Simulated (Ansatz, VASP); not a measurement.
# Cross-check of CaPb (CaPb in the L10 ordering) between VASP and Ansatz, part 2 of 2

Aim: how closely do two programs agree when they are given the same cell, functional and k mesh? The cell is generated by rule, not measured, and may not be a known phase. The cell is taken from a series of runs on this material, whose earlier steps may have relaxed, scaled, displaced or heated it; both programs get it as it stands.

VASP 6.6.1 and Ansatz 0.2.0.

So far: Starting point; Ansatz: relaxation of cell and atoms, PBEsol; VASP: relaxation of cell and atoms, PBEsol; Side by side.

The structure was built from a prototype and need not be the compound's stable phase.

## Step 5: Ansatz: zone-centre phonons, PBEsol

Level of this step: Ansatz beside VASP: Kohn-Sham DFT, plane waves, PBEsol (Ansatz).

Second derivatives magnify differences that forces hide, and they need a tight electronic threshold.

The cell is taken from a series of runs on this material, whose earlier steps may have relaxed, scaled, displaced or heated it; both programs get it as it stands.

input.yaml

```yaml
crystal:
  lattice:
    - [3.5293267319, 0.0, 0.0]
    - [0.0, 3.5293267319, 0.0]
    - [0.0, 0.0, 4.5716165029]
  atoms:
    - { symbol: Ca, position: [0.0, 0.0, 0.0] }
    - { symbol: Pb, position: [0.5, 0.5, 0.5] }
kpoints:
  mp_grid: { grid: [5, 5, 4] }
hamiltonian:
  xc: pbesol
scf:
  occupations: { method: methfessel_paxton, width: 0.2 }
output:
  eigenvalues: true
phonons:
  method: dfpt
  qmesh: [1, 1, 1]
  temperatures: { t_max: 1000, t_step: 50 }
  qpath:
    path:
      - [[0.0, 0.0, 0.0], [0.0, 0.5, 0.0], [0.5, 0.5, 0.0], [0.0, 0.0, 0.0], [0.0, 0.0, 0.5], [0.0, 0.5, 0.5], [0.5, 0.5, 0.5], [0.0, 0.0, 0.5]]
      - [[0.0, 0.5, 0.0], [0.0, 0.5, 0.5]]
      - [[0.5, 0.5, 0.0], [0.5, 0.5, 0.5]]
    npoints: 10
```

Launch:

```sh
> ansatz run input.yaml --threads 4 --pin off --max-ram 8192MiB --backend cpu --events-out ev --progress --plain --runs-dir out
```

Numbers of over 12 decimals in the logs are rounded to 6 here.

Log:

```text
zone centre: on kpoints.mp_grid the ground state, and the responses unless they are solved on pairs of k-points, stand on 27 of the mesh's 100 k-points, reduced under 8 symmetry operations, with k and −k counted as one. Each operation leaves every solved displacement unchanged or reverses it
[...]
Crystal: 2 atoms, lattice volume = 56.945 Å³
[...]
largest difference from the sums on the solved wave vectors: F 7.13e-1 eV, S 9.71e-4 and C_V 2.58e-4 eV/K
  zero-point energy: 0.032280 eV/cell   skipped modes (ω ≤ 0): 3   left out of the sums: 1.10e-4 of the cell's modes: C_V's classical limit lies that fraction below 3 k_B per atom; for a crystal, a wire or a layer, F and S can be off by more, and a phonons.interpolated_qmesh denser along its periods is the remedy for the sampling
[key lines of the parts left out:]
SCF converged after 10 iterations
Free energy (F): -13549.690449 eV
Fermi energy:    9.793731 eV
```

## Step 6: VASP: zone-centre phonons, PBEsol

The same cell, functional, mesh and smearing now go to VASP, with its own data sets.

INCAR

```
SYSTEM = CaPb
PREC = Accurate
ENCUT = 500
EDIFF = 1E-08
NELM = 120
ISMEAR = 1
SIGMA = 0.2
LREAL = .FALSE.
ALGO = Normal
GGA = PS
NBANDS = 18
LORBIT = 11
LWAVE = .FALSE.
LCHARG = .FALSE.
ISIF = 2
IBRION = 8
LASPH = .TRUE.
GGA_COMPAT = .FALSE.
```

POSCAR

```
CaPb
1.0
    3.5293267319      0.0000000000      0.0000000000
    0.0000000000      3.5293267319      0.0000000000
    0.0000000000      0.0000000000      4.5716165029
Ca Pb
1 1
Direct
    0.0000000000      0.0000000000      0.0000000000
    0.5000000000      0.5000000000      0.5000000000
```

KPOINTS

```
Automatic mesh
0
Gamma
5 5 4
0 0 0
```

PAW data sets: Ca_sv and Pb_d (PBE family, release 64).

Launch:

```sh
> mpirun -np 1 vasp_std
```

Log:

```text
[banner, memory and clock lines left out]
running    1 mpi-ranks, on    1 nodes
[...]
[... a notice as in an earlier step ...]

 LDA part: xc-table for (Slater+PW92), standard interpolation
 POSCAR, INCAR and KPOINTS ok, starting setup
[...]
entering main loop
       N       E                     dE             d eps       ncg     rms          rms(c)
DAV:   1     0.227667239390E+03    0.22767E+03   -0.12201E+04   648   0.142E+03
DAV:   2     0.385901824677E+01   -0.22381E+03   -0.21965E+03   654   0.374E+02
DAV:   3    -0.682393631677E+01   -0.10683E+02   -0.10611E+02   912   0.969E+01
DAV:   4    -0.721782093360E+01   -0.39388E+00   -0.39332E+00  1056   0.161E+01
[...]
DAV:  12    -0.714169551616E+01   -0.20415E-06   -0.42794E-07   900   0.714E-03    0.530E-04
DAV:  13    -0.714169554775E+01   -0.31582E-07   -0.47442E-08   978   0.153E-03    0.179E-04
DAV:  14    -0.714169553807E+01    0.96729E-08   -0.29021E-09   446   0.519E-04
   1 F= -.71416955E+01 E0= -.71401227E+01  d E =-.471859E-02
[...]
RMM:  15    -0.328124540073E+00    0.46229E-07   -0.70574E-08  2347   0.254E-04    0.723E-07
RMM:  16    -0.328124521594E+00    0.18480E-07   -0.18868E-07  2435   0.234E-04    0.990E-07
RMM:  17    -0.328124518778E+00    0.28163E-08   -0.60345E-09  2337   0.221E-04    0.598E-07
 first order change of Fermi-energy  -0.86435E-04
 force on displaced ion       2 direction 1 :  -1.573   0.000   0.000
 Linear response progress:
  Degree of freedom:   4/  4
       N       E                     dE             d eps       ncg     rms          rms(c)
RMM:   1    -0.342520853322E+00   -0.34252E+00   -0.15784E-01   904   0.446E+00
RMM:   2    -0.344292665085E+00   -0.17718E-02   -0.10677E-02  1034   0.694E-01    0.566E-02
RMM:   3    -0.344157122987E+00    0.13554E-03   -0.11312E-03  1156   0.222E-01    0.321E-02
RMM:   4    -0.344033561873E+00    0.12356E-03   -0.22907E-04  1219   0.965E-02    0.558E-03
[...]
RMM:  18    -0.343981463927E+00   -0.23359E-07   -0.14505E-07  1560   0.360E-04    0.388E-06
RMM:  19    -0.343981454126E+00    0.98016E-08   -0.24985E-07  1497   0.355E-04    0.347E-06
RMM:  20    -0.343981446167E+00    0.79587E-08   -0.79481E-08  1482   0.349E-04    0.345E-06
 first order change of Fermi-energy  -0.10760E-03
 force on displaced ion       2 direction 3 :   0.000   0.000  -3.881
 Linear response finished
```

From OUTCAR (step 6):

```text
  Total       -0.1944320     -0.1944320      0.5501670      0.0000000      0.0000000      0.0000000
  in kB       -5.4704733     -5.4704733     15.4793086      0.0000000      0.0000000      0.0000000
  external PRESSURE =       1.5127874 kB  Pullay stress =       0.0000000 kB

 POSITION                                       TOTAL-FORCE (eV/Angst)
 -----------------------------------------------------------------------------------
      0.00000      0.00000      0.00000         0.000000      0.000000      0.000000
      1.76466      1.76466      2.28581         0.000000      0.000000      0.000000
 -----------------------------------------------------------------------------------
    total drift:                                0.000000      0.000000      0.000000

[... 2 further parts left out ...]
```

## Step 7: Side by side

What differs besides the data sets and the points named for the pairs above, as far as they apply: VASP's run holds the zone centre alone. Total energies have different zeros and are not compared.

The two programs side by side:

```tsv
quantity	Ansatz	VASP	difference
optical mode 1 to 2 (cm⁻¹)	112.3	112.6	-0.29 %
optical mode 3 (cm⁻¹)	176.9	177.5	-0.33 %
```

Modes are paired by rising frequency, not by their patterns, so a pair may set unlike modes beside each other; they are those without the splitting of longitudinal modes.

## Step 8: Outcome

- difference in volume (relaxation of cell and atoms, PBEsol): -0.088 %
- r.m.s. difference of the optical zone-centre modes, each program's sorted by frequency (zone-centre phonons, PBEsol): 0.43 cm⁻¹

**Reading.** The difference in volume is -0.088 % (relaxation of cell and atoms, PBEsol), within the 1.2 % picked in this series as the mark of a large difference, as far as the stopping tolerances let one tell. Such differences can come from data sets, numerical settings and the points named under the comparisons, not from the functional's error against experiment.

[Lines on the potential files, build, host, timing and source positions are cut from VASP's logs without a mark.]

[Logs are printed without paths, hosts, clocks, repeated set-up lines and the standing remarks that a program may print on its own settings, such as how far it seeks lower states.]

[Hosts, paths, dates, database ids (printed as entryN), source tags and the programs' standing remarks are cut or masked in the printed files.]
